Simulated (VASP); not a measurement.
The system is Be4TeSe3.

```xyz
8
Lattice="-2.6541 2.6541 5.3014 2.6541 -2.6541 5.3014 2.6541 2.6541 -5.3014" Properties=species:S:1:pos:R:3 pbc="T T T"
Be    1.3980   -1.3980    6.6798
Be   -1.3980    1.3980    6.6798
Be    1.3980    1.3980    3.9230
Be    1.2561    1.2561   -1.3784
Te    0.0000    0.0000    5.3014
Se    0.0000    2.6541    2.6507
Se    2.6541    0.0000    2.6507
Se    0.0000    0.0000    0.0000
```

The cell was built by a generator and needn't be a form met in nature.

Base run:

```yaml
Program: VASP 6.6.1
Functional: PBE
Potentials_or_basis: VASP PAW PBE potentials, release 64 (Be, Te, Se)
Cutoff: 520 eV
k_mesh: 6 × 6 × 6
Occupations: gaussian, width 0.02 eV
Spin: no spin polarisation
```

Its results: band gap on the k mesh 2.33 eV, direct; pressure 0.0 GPa; largest force 0.004 eV/Å.

Q: The run is repeated on the same cell with these changes: functional from PBE to HSE06; further incar settings from ALGO = Normal; EDIFF = 1e-06; NBANDS = 26 to ALGO = Normal; EDIFF = 1e-05; NBANDS = 26. What comes out?

A: Band gap on the k mesh 3.15 eV, direct; pressure -1.6 GPa; largest force 0.020 eV/Å.

Caveats: spin-orbit coupling is left out, which moves the levels of the heavy elements; the PAW data sets were made with another functional, which shifts forces and pressure a little (some runs).

A k mesh can miss the band edges.

Not every run made on this cell is shown here.
